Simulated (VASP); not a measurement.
Crystal: CsLi2.

```xyz
3
Lattice="3.9663 0.0000 0.0000 -1.9832 3.4350 0.0000 0.0000 0.0000 10.0284" Properties=species:S:1:pos:R:3 pbc="T T T"
Cs    0.0000    0.0000    0.0000
Li    0.0000    2.2900    3.4962
Li    0.0000    2.2900    6.5322
```

The cell was built by a generator and needn't be a form met in nature.

```yaml
Program: VASP 6.6.1
Task: relaxation of cell and atoms
Functional: PBEsol
Potentials_or_basis: VASP PAW PBE potentials, release 64 (Cs_sv, Li_sv)
Cutoff: 600 eV
k_mesh: 6 × 6 × 3
Occupations: fermi-dirac, width 0.05 eV
Spin: no spin polarisation
```

At the start: pressure -0.3 GPa; volume 45.54 Å³/atom.

Task: How do energy, volume and symmetry change on relaxing?

Result: Over 10 steps the energy falls by 4.3 meV/atom and the volume is 41.69 Å³/atom (-8.5 %); space group P-6m2 (No. 187, to 0.05 Å).

Step by step:
```
step  energy change (eV)  largest force (eV/Å)  pressure (GPa)  volume (Å³)
   1              0.0000                0.0099           -0.33       136.63
   2             -0.0036                0.0106           -0.28       134.78
   3             -0.0099                0.0131           -0.14       130.00
   4             -0.0088                0.0166            0.19       120.79
   5             -0.0118                0.0153            0.01       125.81
   6             -0.0125                0.0130            0.01       125.46
   7             -0.0129                0.0095            0.01       124.96
   8             -0.0129                0.0088            0.01       124.85
   9             -0.0130                0.0068            0.00       124.91
  10             -0.0130                0.0035           -0.01       125.06
```

Final structure:
```
Cs Li
1.0
     3.82791   -0.00002    0.00000
    -1.91397    3.31507    0.00000
     0.00000    0.00000    9.85548
Cs Li
1 2
Direct
  0.00000 0.00000 0.00000
  0.33333 0.66667 0.34976
  0.33333 0.66667 0.65024
```

Caveat: the cutoff is under 1.25 times the usual one of these potentials, so pressure, stress and relaxed cells hold a basis-set (Pulay) error; the PAW data sets were made with another functional, which shifts forces and pressure a little.
